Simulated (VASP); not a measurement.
Input for VASP

POSCAR:
```
Be
1.0
 -1.2676680000   1.2676680000   1.2676680000
  1.2676680000  -1.2676680000   1.2676680000
  1.2676680000   1.2676680000  -1.2676680000
Be
1
Direct
  0.0000000000   0.0000000000   0.0000000000
```

KPOINTS:
```
Automatic
0
gamma
  18 18 18
```

### INCAR
```
SYSTEM = Be
PREC = Accurate; ENCUT = 400; LREAL = F
LASPH = T
EDIFF = 1E-6; NELM = 100; ALGO = Normal
LMIXTAU = T
ISMEAR = 1; SIGMA = 0.1
METAGGA = R2SCAN
IBRION = 2; NSW = 60; ISIF = 3
EDIFFG = -0.01
LWAVE = F; LCHARG = F
```

POTCAR, in this order: Be (PBE.64 set). Program: vasp_std.

Q: Translate this r2SCAN calculation to Ansatz.

A: One equivalent input (not run):
Ansatz 0.2 input:
```yaml
crystal:
  lattice:
    - [-1.2676680, 1.2676680, 1.2676680]
    - [1.2676680, -1.2676680, 1.2676680]
    - [1.2676680, 1.2676680, -1.2676680]
  atoms:
    - { symbol: Be, position: [0.0000000, 0.0000000, 0.0000000] }
kpoints:
  mp_grid: { grid: [18, 18, 18] }
hamiltonian:
  xc: r2scan
  pseudopotentials: { kind: paw }
scf:
  occupations: { method: methfessel_paxton, width: 0.1 }
  max_iter: 100
relax:
  max_steps: 60
  f_tol: 0.01
  cell: {}
output: { forces: true, stress: true, eigenvalues: true }
```
Limits of the translation: each code has its own PAW files, so the cut-off isn't converted (ENCUT is set for VASP's; basis.ecutwfc is left out, and Ansatz then takes the one that its files recommend); Ansatz stops its SCF on the density residual and VASP on the energy change (EDIFF).

The structure was generated: Be was put into the bcc type (Im-3m), which need not be its known phase. This run relaxes it. Symmetry was kept, so distortions that lower it aren't found.
